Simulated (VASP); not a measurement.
Method: r2SCAN meta-GGA, VASP's PBE PAW potentials (set 64) (plane waves; VASP).

Input for VASP

KPOINTS:
```
Automatic
0
G
4 4 4
0 0 0
```

**INCAR**
```
! general
SYSTEM   =  ZrPbO3
PREC     =  Accurate
ENCUT    =  520   ! plane-wave cut-off (eV)
LREAL    =  .FALSE.   ! projection in real space or not
LASPH    =  .TRUE.   ! aspherical one-centre terms

! electronic loop
EDIFF    =  1E-6   ! SCF stop (eV)
NELM     =  100
ALGO     =  Normal
LMAXMIX  =  4   ! l cut-off of mixed one-centre charges
LMIXTAU  =  .TRUE.

! smearing
ISMEAR   =  0   ! Gaussian
SIGMA    =  0.05

! functional
METAGGA  =  R2SCAN

! ions
IBRION   =  2   ! conjugate gradients
NSW      =  60
ISIF     =  3   ! ions, shape and volume
EDIFFG   =  -0.02   ! ionic stop

! output
LWAVE    =  .FALSE.
LCHARG   =  .FALSE.
```

### POSCAR
```
ZrPbO3
1.0
  5.6234989504   0.0000000000   0.0000000000
 -2.8117494752   4.8700931244   0.0000000000
  0.0000000000   0.0000000000   5.5800581968
Pb Zr O
2 2 6
Cart
 -0.0000028117   3.2467303730   4.1850436476
  2.8117522869   1.6233627514   1.3950145492
  0.0000000000   0.0000000000   0.0000000000
  0.0000000000   0.0000000000   2.7900290984
  0.0000000000   1.5623358268   1.3950145492
  1.4587270086   4.0889252110   1.3950145492
 -1.4587270086   4.0889252110   1.3950145492
  2.8117494752   3.3077572976   4.1850436476
  1.3530224666   0.7811679134   4.1850436476
  4.2704764838   0.7811679134   4.1850436476
```

POTCAR, in this order: Pb_d Zr_sv O (PBE.64 set). Program: vasp_std.

What VASP printed:

**OSZICAR**
```
       N       E                     dE             d eps       ncg     rms          rms(c)
DAV:   1     0.114489323731E+04    0.11449E+04   -0.45078E+04  1248   0.196E+03
DAV:   2    -0.435985478685E+02   -0.11885E+04   -0.11472E+04  1392   0.572E+02
DAV:   3    -0.249079474205E+03   -0.20548E+03   -0.19894E+03  1808   0.245E+02
DAV:   4    -0.263784264741E+03   -0.14705E+02   -0.14658E+02  1968   0.631E+01
DAV:   5    -0.264521488579E+03   -0.73722E+00   -0.73658E+00  2096   0.109E+01    0.462E+01
DAV:   6    -0.225325139090E+03    0.39196E+02   -0.67529E+01  1752   0.527E+01    0.173E+01
DAV:   7    -0.214110258813E+03    0.11215E+02   -0.69575E+00  1520   0.139E+01    0.699E+00
DAV:   8    -0.221244160385E+03   -0.71339E+01   -0.42138E+00  1628   0.120E+01    0.384E+00
DAV:   9    -0.214964366637E+03    0.62798E+01   -0.18406E+00  1288   0.892E+00    0.835E-01
DAV:  10    -0.216309578049E+03   -0.13452E+01   -0.72338E-01  1536   0.548E+00    0.608E-01
DAV:  11    -0.216284920723E+03    0.24657E-01   -0.88406E-02  1844   0.219E+00    0.498E-01
DAV:  12    -0.216298999235E+03   -0.14079E-01   -0.32721E-02  1612   0.112E+00    0.170E-01
DAV:  13    -0.216264618433E+03    0.34381E-01   -0.66346E-02  1400   0.158E+00    0.309E-01
DAV:  14    -0.216319107800E+03   -0.54489E-01   -0.21948E-02  1524   0.105E+00    0.942E-02
DAV:  15    -0.216323618140E+03   -0.45103E-02   -0.53370E-03  1608   0.424E-01    0.471E-02
DAV:  16    -0.216323614888E+03    0.32525E-05   -0.30611E-04  1944   0.136E-01    0.237E-02
DAV:  17    -0.216323545789E+03    0.69099E-04   -0.17925E-04  1492   0.770E-02    0.195E-02
DAV:  18    -0.216323653375E+03   -0.10759E-03   -0.67443E-05  1388   0.610E-02    0.755E-03
DAV:  19    -0.216323677393E+03   -0.24019E-04   -0.23892E-05  1532   0.376E-02    0.177E-03
DAV:  20    -0.216323679980E+03   -0.25869E-05   -0.18427E-06  1124   0.921E-03    0.880E-04
DAV:  21    -0.216323678783E+03    0.11966E-05   -0.86299E-07   904   0.755E-03    0.646E-04
DAV:  22    -0.216323679954E+03   -0.11707E-05   -0.21053E-07   760   0.428E-03    0.231E-04
DAV:  23    -0.216323679818E+03    0.13587E-06   -0.71525E-08   740   0.195E-03
   1 F= -.21632368E+03 E0= -.21632368E+03  d E =-.216324E+03
       N       E                     dE             d eps       ncg     rms          rms(c)
DAV:   1    -0.216931990972E+03   -0.60831E+00   -0.21513E+01  1572   0.434E+01    0.735E+00
DAV:   2    -0.216415686170E+03    0.51630E+00   -0.20275E+00  1612   0.102E+01    0.266E+00
DAV:   3    -0.216313990805E+03    0.10170E+00   -0.28806E-01  1720   0.583E+00    0.530E-01
DAV:   4    -0.216313910516E+03    0.80289E-04   -0.72095E-02  1988   0.232E+00    0.502E-01
DAV:   5    -0.216285173604E+03    0.28737E-01   -0.53930E-02  1600   0.146E+00    0.205E-01
DAV:   6    -0.216322713185E+03   -0.37540E-01   -0.17246E-02  1600   0.105E+00    0.113E-01
DAV:   7    -0.216321627247E+03    0.10859E-02   -0.66961E-03  2316   0.584E-01    0.993E-02
DAV:   8    -0.216323539449E+03   -0.19122E-02   -0.16637E-03  1664   0.288E-01    0.505E-02
DAV:   9    -0.216323423666E+03    0.11578E-03   -0.41915E-04  1768   0.117E-01    0.118E-02
DAV:  10    -0.216323542510E+03   -0.11884E-03   -0.47897E-05  1516   0.472E-02    0.608E-03
DAV:  11    -0.216323588714E+03   -0.46204E-04   -0.35551E-05  2200   0.362E-02    0.378E-03
DAV:  12    -0.216323587639E+03    0.10750E-05   -0.39963E-06  1268   0.149E-02    0.294E-03
DAV:  13    -0.216323589065E+03   -0.14260E-05   -0.64487E-07   732   0.651E-03    0.386E-03
DAV:  14    -0.216323589506E+03   -0.44182E-06   -0.17238E-06   856   0.943E-03
   2 F= -.21632359E+03 E0= -.21632359E+03  d E =0.903118E-04
       N       E                     dE             d eps       ncg     rms          rms(c)
DAV:   1    -0.216497931482E+03   -0.17434E+00   -0.53642E+00  1544   0.214E+01    0.375E+00
DAV:   2    -0.216362282004E+03    0.13565E+00   -0.51213E-01  1552   0.518E+00    0.129E+00
DAV:   3    -0.216337902555E+03    0.24379E-01   -0.70541E-02  1760   0.288E+00    0.262E-01
DAV:   4    -0.216337432675E+03    0.46988E-03   -0.16838E-02  1932   0.112E+00    0.253E-01
DAV:   5    -0.216331784375E+03    0.56483E-02   -0.15993E-02  1588   0.811E-01    0.122E-01
DAV:   6    -0.216339555379E+03   -0.77710E-02   -0.49798E-03  1624   0.562E-01    0.558E-02
DAV:   7    -0.216339500238E+03    0.55141E-04   -0.23387E-03  2248   0.350E-01    0.596E-02
DAV:   8    -0.216339918096E+03   -0.41786E-03   -0.49086E-04  1668   0.159E-01    0.322E-02
DAV:   9    -0.216339888677E+03    0.29419E-04   -0.11088E-04  1952   0.540E-02    0.104E-02
DAV:  10    -0.216339909596E+03   -0.20920E-04   -0.17973E-05  1280   0.275E-02    0.761E-03
DAV:  11    -0.216339917112E+03   -0.75156E-05   -0.17004E-05  2104   0.242E-02    0.292E-03
DAV:  12    -0.216339916345E+03    0.76679E-06   -0.10310E-06   920   0.676E-03
   3 F= -.21633992E+03 E0= -.21633992E+03  d E =-.162365E-01
       N       E                     dE             d eps       ncg     rms          rms(c)
DAV:   1    -0.216390948439E+03   -0.51031E-01   -0.50698E+00  1248   0.150E+01    0.133E+00
DAV:   2    -0.216358451371E+03    0.32497E-01   -0.20097E-01  1672   0.293E+00    0.569E-01
DAV:   3    -0.216349371298E+03    0.90801E-02   -0.31562E-02  1584   0.142E+00    0.355E-01
DAV:   4    -0.216350416394E+03   -0.10451E-02   -0.66540E-03  1916   0.592E-01    0.286E-01
DAV:   5    -0.216342049103E+03    0.83673E-02   -0.95266E-03  1508   0.695E-01    0.107E-01
DAV:   6    -0.216350362500E+03   -0.83134E-02   -0.65009E-03  1592   0.632E-01    0.369E-02
DAV:   7    -0.216350434139E+03   -0.71639E-04   -0.10127E-03  1744   0.194E-01    0.293E-02
DAV:   8    -0.216350663332E+03   -0.22919E-03   -0.19443E-04  1668   0.986E-02    0.226E-02
DAV:   9    -0.216350646014E+03    0.17319E-04   -0.17959E-05  1940   0.244E-02    0.138E-02
DAV:  10    -0.216350644577E+03    0.14367E-05   -0.20737E-05  1512   0.282E-02    0.607E-03
DAV:  11    -0.216350657710E+03   -0.13133E-04   -0.77785E-06  1300   0.190E-02    0.205E-03
DAV:  12    -0.216350658229E+03   -0.51833E-06   -0.12171E-06   848   0.837E-03
   4 F= -.21635066E+03 E0= -.21635066E+03  d E =-.107419E-01
       N       E                     dE             d eps       ncg     rms          rms(c)
DAV:   1    -0.216364863175E+03   -0.14205E-01   -0.15293E+00  1248   0.823E+00    0.730E-01
DAV:   2    -0.216354690870E+03    0.10172E-01   -0.61038E-02  1652   0.161E+00    0.311E-01
DAV:   3    -0.216352105453E+03    0.25854E-02   -0.92896E-03  1584   0.778E-01    0.196E-01
DAV:   4    -0.216352318017E+03   -0.21256E-03   -0.19760E-03  1908   0.321E-01    0.158E-01
DAV:   5    -0.216350620104E+03    0.16979E-02   -0.26291E-03  1488   0.358E-01    0.571E-02
DAV:   6    -0.216352270442E+03   -0.16503E-02   -0.18415E-03  1612   0.330E-01    0.211E-02
DAV:   7    -0.216352333091E+03   -0.62649E-04   -0.30460E-04  1748   0.107E-01    0.159E-02
DAV:   8    -0.216352388908E+03   -0.55817E-04   -0.53402E-05  1748   0.504E-02    0.127E-02
DAV:   9    -0.216352383238E+03    0.56701E-05   -0.46412E-06  1320   0.132E-02    0.777E-03
DAV:  10    -0.216352384679E+03   -0.14407E-05   -0.68292E-06  1248   0.147E-02    0.305E-03
DAV:  11    -0.216352387740E+03   -0.30612E-05   -0.18923E-06   892   0.101E-02    0.135E-03
DAV:  12    -0.216352387413E+03    0.32697E-06   -0.60463E-07   720   0.706E-03
   5 F= -.21635239E+03 E0= -.21635239E+03  d E =-.124711E-01
```

**OUTCAR**
```
------------------------ aborting loop because EDIFF is reached ----------------------------------------
  FORCE on cell =-STRESS in cart. coord.  units (eV):
  Direction    XX          YY          ZZ          XY          YZ          ZX
  --------------------------------------------------------------------------------------
  Total       -0.0244619     -0.0244619      0.1547134      0.0000000     -0.0000000     -0.0000000
  in kB       -0.2498453     -0.2498453      1.5801898      0.0000000     -0.0000000     -0.0000000
  external PRESSURE =       0.3601664 kB  Pullay stress =       0.0000000 kB
  volume of cell :      156.87
      direct lattice vectors                 reciprocal lattice vectors
     5.687866033  0.000000000  0.000000000     0.175812861  0.101505599 -0.000000000
    -2.843933017  4.925836659 -0.000000000     0.000000000  0.203011198 -0.000000000
     0.000000000  0.000000000  5.598863519    -0.000000000  0.000000000  0.178607676
 POSITION                                       TOTAL-FORCE (eV/Angst)
 -----------------------------------------------------------------------------------
     -0.00000      3.28389      4.19915         0.000000      0.000000      0.000000
      2.84394      1.64194      1.39972         0.000000      0.000000      0.000000
      0.00000      0.00000      0.00000        -0.000000      0.000000      0.000000
      0.00000      0.00000      2.79943        -0.000000      0.000000      0.000000
      0.00000      1.56549      1.39972         0.000000     -0.012355      0.000000
      1.48818      4.14309      1.39972         0.010700      0.006177     -0.000000
     -1.48818      4.14309      1.39972        -0.010700      0.006177     -0.000000
      2.84393      3.36034      4.19915        -0.000000      0.012355      0.000000
      1.35576      0.78275      4.19915        -0.010700     -0.006177      0.000000
      4.33211      0.78275      4.19915         0.010700     -0.006177      0.000000
 -----------------------------------------------------------------------------------
    total drift:                               -0.006358      0.001766      0.000008
  FREE ENERGIE OF THE ION-ELECTRON SYSTEM (eV)
  ---------------------------------------------------
  free  energy   TOTEN  =      -216.3523874133 eV

  energy  without entropy=     -216.3523874133  energy(sigma->0) =     -216.35238741

 reached required accuracy - stopping structural energy minimisation
```
(Selected blocks of OUTCAR.)

### CONTCAR
```
ZrPbO3
   1.00000000000000
     5.6878660333893691    0.0000000000000000    0.0000000000000000
    -2.8439330166946846    4.9258366594704945   -0.0000000000000000
     0.0000000000000000    0.0000000000000000    5.5988635191198641
  Pb              Zr              O
     2     2     6
Direct
     0.3333330000000032    0.6666669999999968    0.7500000000000000
     0.6666669999999968    0.3333330000000032    0.2500000000000000
     0.0000000000000000    0.0000000000000000    0.0000000000000000
     0.0000000000000000    0.0000000000000000    0.5000000000000000
     0.1589064056469098    0.3178128112938196    0.2500000000000000
     0.6821871887064292    0.8410935943530902    0.2500000000000000
     0.1589064056466610    0.8410935943530902    0.2500000000000000
     0.8410935943530902    0.6821871887061803    0.7500000000000000
     0.3178128112935708    0.1589064056469098    0.7500000000000000
     0.8410935943533391    0.1589064056469098    0.7500000000000000
```

File OUTCAR:
```
 val. band max:        4.1513991837   @ k =   0.0000   0.0000   0.2500

 cond. band min:       6.9172027936   @ k =   0.5000   0.0000   0.0000


 Fermi energy:         4.4907285389

 k-point     1 :       0.0000    0.0000    0.0000
  band No.  band energies     occupation
      1     -44.6164      2.00000
      2     -44.3696      2.00000
      3     -23.3346      2.00000
      4     -22.3317      2.00000
      5     -22.3317      2.00000
      6     -21.7972      2.00000
      7     -21.7971      2.00000
      8     -21.1713      2.00000
      9     -13.4776      2.00000
     10     -13.1213      2.00000
     11     -13.1213      2.00000
     12     -12.6131      2.00000
     13     -12.5266      2.00000
     14     -12.5266      2.00000
     15     -12.4314      2.00000
     16     -12.4314      2.00000
     17     -12.4020      2.00000
     18     -12.4020      2.00000
     19     -12.3606      2.00000
     20     -12.1720      2.00000
     21     -12.1720      2.00000
     22     -11.6954      2.00000
     23     -11.6480      2.00000
     24     -11.6480      2.00000
     25      -2.6049      2.00000
     26      -1.9741      2.00000
     27      -0.1665      2.00000
     28      -0.1665      2.00000
     29       0.4410      2.00000
     30       0.6073      2.00000
     31       1.3700      2.00000
     32       1.3700      2.00000
     33       1.6365      2.00000
     34       1.6365      2.00000
     35       2.6789      2.00000
     36       3.0052      2.00000
     37       3.0052      2.00000
     38       3.0324      2.00000
     39       3.0324      2.00000
     40       3.4311      2.00000
     41       3.6681      2.00000
     42       4.1312      2.00000
     43       4.1312      2.00000
     44       4.1401      2.00000
     45       7.8124      0.00000
     46       8.1820      0.00000
     47       8.9145      0.00000
     48       9.0189      0.00000
     49       9.0189      0.00000
     50       9.8321      0.00000
     51       9.8322      0.00000
...
```

Energy and stress use the plane-wave basis of the starting cell. Unless said otherwise, spin-orbit coupling is left out, though it shifts the bands of the heavy elements here.

The structure was generated: ZrPbO3 was put into the 2H-BaNiO3 type (P6_3/mmc), which need not be its known phase. This run relaxes it. Symmetry was kept, so distortions that lower it aren't found. The start is the result of an earlier pass.
